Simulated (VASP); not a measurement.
Input:

```
CELL_PARAMETERS angstrom
      2.11529    -5.91350     0.00000
      2.11529     5.91350     0.00000
      0.00000     0.00000     4.42296
ATOMIC_POSITIONS crystal
  Pb 0.62743 0.37257 0.75000
  Pb 0.37257 0.62743 0.25000
  Se 0.86601 0.13399 0.75000
  Se 0.13399 0.86601 0.25000
```

All values below come from PBEsol GGA, VASP's PBE PAW potentials (set 64) (plane waves; VASP). Numerical set-up: 400 eV cut-off, 6×6×6 Γ-centred mesh, tetrahedra with Blöchl corrections, potentials Pb_d Se.

The cores are frozen, which limits the accuracy of field gradients.

**Question.** Give the principal components of the electric field gradient (V/Å²) and the asymmetry η at each nucleus.

**Answer.** 
```tsv
atom	Vxx	Vyy	Vzz	η
Pb1	87.5	55.7	-143.2	0.22
Pb2	87.5	55.7	-143.2	0.22
Se3	7.3	0.6	-7.9	0.86
Se4	7.3	0.6	-7.9	0.86
```

The structure comes from a computed database's PbSe entry (Cmcm); how it stands against other phases isn't given here. It was relaxed first, which changed the volume by -6 %.
